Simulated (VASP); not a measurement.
Output of a VASP run:

### OSZICAR
```
       N       E                     dE             d eps       ncg     rms          rms(c)
DAV:   1     0.650340756716E+03    0.65034E+03   -0.28657E+04 12896   0.202E+03
DAV:   2     0.205934956834E+02   -0.62975E+03   -0.59358E+03 13560   0.569E+02
DAV:   3    -0.608174480064E+02   -0.81411E+02   -0.79484E+02 15754   0.193E+02
DAV:   4    -0.640340774472E+02   -0.32166E+01   -0.31276E+01 14646   0.340E+01
DAV:   5    -0.640932737450E+02   -0.59196E-01   -0.59174E-01 13164   0.530E+00    0.437E+01
DAV:   6    -0.598930220714E+02    0.42003E+01   -0.17754E+02 15998   0.121E+02    0.567E+01
DAV:   7    -0.503826157553E+02    0.95104E+01   -0.13954E+02 16388   0.125E+02    0.200E+01
DAV:   8    -0.482974210664E+02    0.20852E+01   -0.91397E+00 13642   0.294E+01    0.812E+00
DAV:   9    -0.479064068013E+02    0.39101E+00   -0.20178E+00 17032   0.145E+01    0.312E+00
DAV:  10    -0.479216968510E+02   -0.15290E-01   -0.20261E-01 13360   0.371E+00    0.170E+00
DAV:  11    -0.479166114440E+02    0.50854E-02   -0.28014E-02 13560   0.195E+00    0.420E-01
DAV:  12    -0.479169433109E+02   -0.33187E-03   -0.34640E-03 14458   0.672E-01    0.226E-01
DAV:  13    -0.479167929825E+02    0.15033E-03   -0.33770E-04 16606   0.206E-01    0.912E-02
DAV:  14    -0.479167413092E+02    0.51673E-04   -0.78166E-05 14384   0.112E-01    0.311E-02
DAV:  15    -0.479167085104E+02    0.32799E-04   -0.72773E-05 14724   0.106E-01    0.205E-02
DAV:  16    -0.479167154987E+02   -0.69884E-05   -0.13219E-05 14028   0.491E-02    0.758E-03
DAV:  17    -0.479167183337E+02   -0.28350E-05   -0.14313E-06 16870   0.124E-02    0.211E-03
DAV:  18    -0.479167182532E+02    0.80501E-07   -0.25593E-07  9944   0.383E-03
   1 F= -.48653279E+02 E0= -.48653279E+02  d E =0.000000E+00  mag=    -0.0000
```

### OUTCAR
```
------------------------ aborting loop because EDIFF is reached ----------------------------------------
 Edisp (eV)   -0.73656
  FORCE on cell =-STRESS in cart. coord.  units (eV):
  Direction    XX          YY          ZZ          XY          YZ          ZX
  --------------------------------------------------------------------------------------
  Total       0.07025     0.07025     0.03251    -0.00000     0.00000     0.00000
  in kB       2.01107     2.01107     0.93069    -0.00000     0.00000     0.00000
  external pressure =        1.65 kB  Pullay stress =        0.00 kB
  volume of cell :       55.97
      direct lattice vectors                 reciprocal lattice vectors
     4.416397413  0.000000000  0.000000000     0.226428898  0.000000000  0.000000000
     0.000000000  4.416397413  0.000000000     0.000000000  0.226428898  0.000000000
     0.000000000  0.000000000  2.869504428     0.000000000  0.000000000  0.348492231
 POSITION                                       TOTAL-FORCE (eV/Angst)
 -----------------------------------------------------------------------------------
      0.00000      0.00000      0.00000         0.000000      0.000000     -0.000000
      2.20820      2.20820      1.43475         0.000000      0.000000     -0.000000
      1.34351      1.34351      0.00000        -0.012944     -0.012944     -0.000000
      3.55171      0.86469      1.43475        -0.012944      0.012944      0.000000
      0.86469      3.55171      1.43475         0.012944     -0.012944     -0.000000
      3.07289      3.07289      0.00000         0.012944      0.012944      0.000000
 -----------------------------------------------------------------------------------
    total drift:                                0.000000      0.000000      0.000000
  FREE ENERGIE OF THE ION-ELECTRON SYSTEM (eV)
  ---------------------------------------------------
  free  energy   TOTEN  =       -48.6532787861 eV

  energy  without entropy=      -48.6532787861  energy(sigma->0) =      -48.65327879

 total charge

# of ion       s       p       d       tot
------------------------------------------
    1        0.350   6.459   4.908  11.717
    2        0.350   6.459   4.908  11.717
    3        1.569   3.455   0.000   5.024
    4        1.569   3.455   0.000   5.024
    5        1.569   3.455   0.000   5.024
    6        1.569   3.455   0.000   5.024
--------------------------------------------------
tot          6.976  26.739   9.815  43.531

 magnetization (x)

# of ion       s       p       d       tot
------------------------------------------
    1        0.013   0.021   2.482   2.515
    2       -0.013  -0.021  -2.482  -2.515
    3       -0.001  -0.049   0.000  -0.050
    4        0.001   0.049   0.000   0.050
    5        0.001   0.049   0.000   0.050
    6       -0.001  -0.049   0.000  -0.050
--------------------------------------------------
tot          0.000   0.000   0.000   0.000

 Electric field gradients after diagonalization (V/A^2)
 (convention: |V_zz| > |V_xx| > |V_yy|)
----------------------------------------------------------------------
 ion       V_xx      V_yy      V_zz     asymmetry (V_yy - V_xx)/ V_zz
----------------------------------------------------------------------
   1      -5.809    -3.159     8.968       0.295
   2      -5.809    -3.159     8.968       0.295
   3      64.541    28.115   -92.656       0.393
   4      64.541    28.115   -92.656       0.393
   5      64.541    28.115   -92.656       0.393
   6      64.541    28.115   -92.656       0.393
```
(Selected blocks of OUTCAR.)

POSCAR:
```
MnO2
1
    4.4163974131    -0.0000000000     0.0000000000
    0.0000000000     4.4163974131     0.0000000000
    0.0000000000     0.0000000000     2.8695044277
Mn O
2 4
Direct
  0.0000000000   0.0000000000   1.0000000000
  0.5000000000   0.5000000000   0.5000000000
  0.3042097802   0.3042097802   0.0000000000
  0.8042097802   0.1957902198   0.5000000000
  0.1957902198   0.8042097802   0.5000000000
  0.6957902198   0.6957902198   1.0000000000
```

Problem. Reconstruct the remaining input files.

Solution. One answer among several that fit: the input of the run itself, PBE GGA with D3 dispersion (zero damping), plane waves, VASP's PBE PAW potentials (set 64).

### KPOINTS
```
Automatic mesh
0
Gamma
8 8 12
0 0 0
```

INCAR:
```
# general
SYSTEM  = MnO2
PREC    = Accurate
ENCUT   = 520   # plane-wave cut-off (eV)
LREAL   = F
LASPH   = T

# electronic loop
EDIFF   = 1E-7   # SCF stop (eV)
NELM    = 100   # most electronic steps
ALGO    = Normal   # blocked Davidson
LMAXMIX = 4   # l cut-off of mixed one-centre charges

# smearing
ISMEAR  = -5   # tetrahedra, Bloechl

# functional
GGA     = PE   # PBE
IVDW    = 11

# spin
ISPIN   = 2
MAGMOM  = 2.5 -2.5 -0.0 2*0.0 -0.0

# ions
ISIF    = 2   # forces and stress, cell fixed

# output
LWAVE   = F
LCHARG  = T
LORBIT  = 11   # lm-projected
NEDOS   = 601   # DOS grid

# other
LEFG    = T
```

POTCAR, in this order: Mn_pv O (PBE.64 set). Program: vasp_std.

For a metal the tetrahedron method with Blöchl corrections gives inexact stress and forces.

The compound is MnO2 in the rutile structure. It was relaxed first.
